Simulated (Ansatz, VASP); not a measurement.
# Se (Selenium): VASP beside Ansatz, part 2 of 2

One calculation is typed for both programs; each brings its own data sets. How far apart do they land? The cell is taken from a series of runs on this material, whose earlier steps may have relaxed, scaled, displaced or heated it; both programs get it as it stands.

VASP 6.6.1 and Ansatz 0.2.0.

So far: Set-up; Ansatz: zone-centre phonons, PBE with D3(BJ); VASP: zone-centre phonons, PBE with D3(BJ).

### 3. VASP: zone-centre phonons, PBE with D3(BJ) (continued)

Level of this step: PBE with D3(BJ); plane waves and PAW (Se) (VASP).

Numbers of over 12 decimals in the logs are rounded to 6 here.

Parts of OUTCAR (step 3):

```text
ion  position               nearest neighbor table
   1  0.247  0.000  0.333-   3 2.44   2 2.44
   2  0.000  0.247  0.667-   3 2.44   1 2.44
   3  0.753  0.753  0.000-   1 2.44   2 2.44

  LATTYP: Found a hexagonal cell.
 ALAT       =     4.0657137482
 C/A-ratio  =     1.2616860653

 Subroutine GETGRP returns: Found  6 space group operations
 (whereof  2 operations were pure point group operations)

The static configuration has the point symmetry C_2 .
 The point group associated with its full space group is D_3 .

 Found     62 irreducible k-points:

   k-points           NKPTS =     62   k-points in BZ     NKDIM =     62   number of bands    NBANDS=     15

   dimension x,y,z NGX =    30 NGY =   30 NGZ =   40
   dimension x,y,z NGXF=    60 NGYF=   60 NGZF=   80

   ENCUT  =  500.0 eV  36.75 Ry    6.06 a.u.   7.41  7.41  9.35*2*pi/ulx,y,z

   NELECT =      18.0000    total number of electrons

 k-points in reciprocal lattice and weights: Automatic mesh
   0.00000000  0.00000000  0.00000000       0.002
   0.11111111 -0.00000000  0.00000000       0.012
   0.22222222 -0.00000000  0.00000000       0.012
   0.33333333  0.00000000  0.00000000       0.012
   0.44444444 -0.00000000  0.00000000       0.012
   0.11111111  0.11111111  0.00000000       0.012
   0.22222222  0.11111111  0.00000000       0.025
   0.33333333  0.11111111  0.00000000       0.025
   0.44444444  0.11111111  0.00000000       0.012
[...]
0.33333333  0.22222222  0.50000000       0.025
   0.33333333  0.33333333  0.50000000       0.004

 Edisp (eV)   -1.06946

 average (electrostatic) potential at core
       1 -55.2923       2 -55.2728       3 -55.3118

 E-fermi :   3.9499

 k-point     1 :       0.0000    0.0000    0.0000
  band No.  band energies     occupation
    ...
      5       0.2506      2.00000
      6       0.2558      2.00000
      7       1.8180      2.00000
      8       1.8282      2.00000
      9       3.1621      2.00000
     10       5.1317      0.00000
     11       5.1847      0.00000
     12       5.7533      0.00000
     13      10.0831      0.00000
     14      10.1168      0.00000
    ...

 k-point     2 :       0.1111   -0.0000    0.0000
  band No.  band energies     occupation
    ...
      5      -0.0685      2.00000
      6       0.2747      2.00000
      7       1.9614      2.00000
      8       2.2867      2.00000
      9       3.1221      2.00000
     10       5.0143      0.00000
     11       5.1230      0.00000
     12       5.7591      0.00000
     13       9.9562      0.00000
     14      10.0069      0.00000
    ...

 k-point     3 :       0.2222   -0.0000    0.0000
  band No.  band energies     occupation
    ...
      5      -0.5724      2.00000
      6       0.0286      2.00000
      7       2.0466      2.00000
      8       2.4026      2.00000
      9       2.8564      2.00000
     10       5.0962      0.00000
     11       5.2620      0.00000
     12       6.0503      0.00000
     13       9.2867      0.00000
     14      10.1846      0.00000
    ...

 Edisp (eV)   -1.06946

  Total       0.04435     0.04289     0.07097     0.04818     0.00110     0.12408
  in kB       0.96761     0.93580     1.54833     1.05120     0.02389     2.70718
  external pressure =        1.15 kB  Pullay stress =        0.00 kB

  energy-cutoff  :      500.00
  volume of cell :       73.43
      direct lattice vectors                 reciprocal lattice vectors
     4.065713748  0.000000000  0.000000000     0.245959274  0.142004653  0.000000000
    -2.032856874  3.521011391  0.000000000     0.000000000  0.284009306  0.000000000
     0.000000000  0.000000000  5.129654382     0.000000000  0.000000000  0.194944908

 POSITION                                       TOTAL-FORCE (eV/Angst)
 -----------------------------------------------------------------------------------
      1.00598      0.00000      1.69488         0.021365      0.013596      0.114964
     -0.50299      0.87121      3.41977         0.001091      0.010668     -0.056434
      1.52986      2.64980      0.00000        -0.022456     -0.024265     -0.058530
 -----------------------------------------------------------------------------------
    total drift:                               -0.000016     -0.000041     -0.000117

  FREE ENERGIE OF THE ION-ELECTRON SYSTEM (eV)
  ---------------------------------------------------
  free  energy   TOTEN  =       -11.4909906319 eV

  energy  without entropy=      -11.4909906319  energy(sigma->0) =      -11.49099063

 Eigenvectors and eigenvalues of the dynamical matrix
 ----------------------------------------------------

   1 f  =    6.123328 THz    38.474006 2PiTHz  204.252242 cm-1    25.324039 meV
             X         Y         Z           dx          dy          dz
      1.005985  0.000000  1.709885     0.086097   -0.154876   -0.679271
     -0.502992  0.871208  3.419770    -0.177177    0.002957    0.666485
      1.529865  2.649803  0.000000     0.091148    0.152042    0.012786

   2 f  =    6.123328 THz    38.474006 2PiTHz  204.252242 cm-1    25.324039 meV
             X         Y         Z           dx          dy          dz
      1.005985  0.000000  1.709885     0.154958    0.086052    0.377414
     -0.502992  0.871208  3.419770    -0.002875   -0.177222    0.399559
      1.529865  2.649803  0.000000    -0.151960    0.091102   -0.776973

   3 f  =    5.719801 THz    35.938567 2PiTHz  190.792012 cm-1    23.655184 meV
             X         Y         Z           dx          dy          dz
      1.005985  0.000000  1.709885    -0.577350   -0.000000    0.000000
     -0.502992  0.871208  3.419770     0.288675   -0.500000   -0.000000
      1.529865  2.649803  0.000000     0.288675    0.500000    0.000000

   4 f  =    4.138762 THz    26.004606 2PiTHz  138.054228 cm-1    17.116535 meV
             X         Y         Z           dx          dy          dz
      1.005985  0.000000  1.709885     0.370142    0.406109   -0.185222
     -0.502992  0.871208  3.419770     0.166555   -0.523583   -0.053614
      1.529865  2.649803  0.000000    -0.536789    0.117575    0.238836

   5 f  =    4.138762 THz    26.004606 2PiTHz  138.054228 cm-1    17.116535 meV
             X         Y         Z           dx          dy          dz
      1.005985  0.000000  1.709885     0.406042   -0.370203    0.168846
     -0.502992  0.871208  3.419770    -0.523650   -0.166616   -0.244830
      1.529865  2.649803  0.000000     0.117507    0.536727    0.075984

   6 f  =    3.745195 THz    23.531753 2PiTHz  124.926250 cm-1    15.488874 meV
             X         Y         Z           dx          dy          dz
      1.005985  0.000000  1.709885    -0.000000    0.577350    0.000007
     -0.502992  0.871208  3.419770    -0.500000   -0.288675    0.000007
      1.529865  2.649803  0.000000     0.500000   -0.288675    0.000007

   7 f/i=    0.000043 THz     0.000271 2PiTHz    0.001438 cm-1     0.000178 meV
             X         Y         Z           dx          dy          dz
      1.005985  0.000000  1.709885    -0.000000    0.000007   -0.577350
     -0.502992  0.871208  3.419770    -0.000006   -0.000003   -0.577350
      1.529865  2.649803  0.000000     0.000006   -0.000003   -0.577350

   8 f/i=    0.000597 THz     0.003748 2PiTHz    0.019898 cm-1     0.002467 meV
             X         Y         Z           dx          dy          dz
      1.005985  0.000000  1.709885     0.365471    0.446943    0.000064
     -0.502992  0.871208  3.419770     0.365424    0.446961   -0.000078
      1.529865  2.649803  0.000000     0.365463    0.446992    0.000013

   9 f/i=    0.000597 THz     0.003748 2PiTHz    0.019898 cm-1     0.002467 meV
             X         Y         Z           dx          dy          dz
      1.005985  0.000000  1.709885    -0.446988    0.365434    0.000053
     -0.502992  0.871208  3.419770    -0.446970    0.365481    0.000029
      1.529865  2.649803  0.000000    -0.446938    0.365442   -0.000082

 ELASTIC MODULI CONTR FROM IONIC RELAXATION (kBar)
 Direction    XX          YY          ZZ          XY          YZ          ZX
 --------------------------------------------------------------------------------
 XX        -407.2328   -181.0209   -346.2499     -0.0000   -157.4914     -0.0000
 YY        -181.0209   -407.2328   -346.2499      0.0000    157.4914     -0.0000
 ZZ        -346.2499   -346.2499   -407.6099     -0.0000     -0.0000     -0.0000
 XY          -0.0000      0.0000     -0.0000   -113.1060     -0.0000   -157.4916
 YZ        -157.4914    157.4914     -0.0000     -0.0000   -274.8488     -0.0000
 ZX          -0.0000      0.0000     -0.0000   -157.4916     -0.0000   -274.8493
 --------------------------------------------------------------------------------

 total charge
# of ion       s       p       d       tot
------------------------------------------
    1        1.523   2.143   0.055   3.722
    2        1.523   2.143   0.055   3.722
    3        1.523   2.143   0.055   3.722
--------------------------------------------------
tot          4.569   6.430   0.166  11.165

[... 3 further parts left out ...]
```

Levels, forces or a CONTCAR printed for this step are those of its last displaced cell, not of the structure at rest.

### 4. Side by side

Known differences besides the potentials themselves: fixed occupations in Ansatz, narrow Gaussian smearing in VASP; the data sets hold 48 valence electrons in Ansatz (on its PAW soft_1 files) and 18 in VASP; the cutoff is 420 eV in Ansatz and 500 eV in VASP; Ansatz takes the dispersion share of the force constants at frozen C6 weights, VASP differentiates the full forces; VASP uses finite displacements, Ansatz perturbation theory. Total energies have different zeros and are not compared.

Both answers:

| quantity | Ansatz | VASP | difference |
| --- | --- | --- | --- |
| optical mode 1 (cm⁻¹) | 125.4 | 124.9 | +0.35 % |
| optical mode 2 to 3 (cm⁻¹) | 138.1 | 138.1 | +0.00 % |
| optical mode 4 (cm⁻¹) | 189.2 | 190.8 | -0.83 % |
| optical mode 5 to 6 (cm⁻¹) | 202.6 | 204.3 | -0.79 % |

Modes are paired by rising frequency, not by their patterns, so a pair may set unlike modes beside each other; they are those without the splitting of longitudinal modes.

### 5. Outcome

```yaml
r_m_s_difference_of_the_optical_zone_centre_modes_each_program_s_sorted_by_frequency_zone_centre_phonons_pbe_with_d3_bj: 1.1 cm⁻¹
difference_in_optical_mode_4_zone_centre_phonons_pbe_with_d3_bj: -0.8 %
```

In words: The r.m.s. difference of the optical zone-centre modes, each program's sorted by frequency is 1.1 cm⁻¹ (zone-centre phonons, PBE with D3(BJ)). The data sets hold unlike numbers of valence electrons (48 in Ansatz and 18 in VASP), so part of the differences comes from the potentials. Among the rows given in per cent, the largest difference of the zone-centre phonons, PBE with D3(BJ) pair is in optical mode 4, -0.8 %. Such differences can come from data sets, numerical settings and the points named under the comparisons, not from the functional's error against experiment.

[Lines on the potential files, build, host, timing and source positions are cut from VASP's logs without a mark.]

[Logs are printed without paths, hosts, clocks, repeated set-up lines and the standing remarks that a program may print on its own settings, such as how far it seeks lower states.]

[Hosts, paths, dates, database ids (printed as entryN), source tags and the programs' standing remarks are cut or masked in the printed files.]
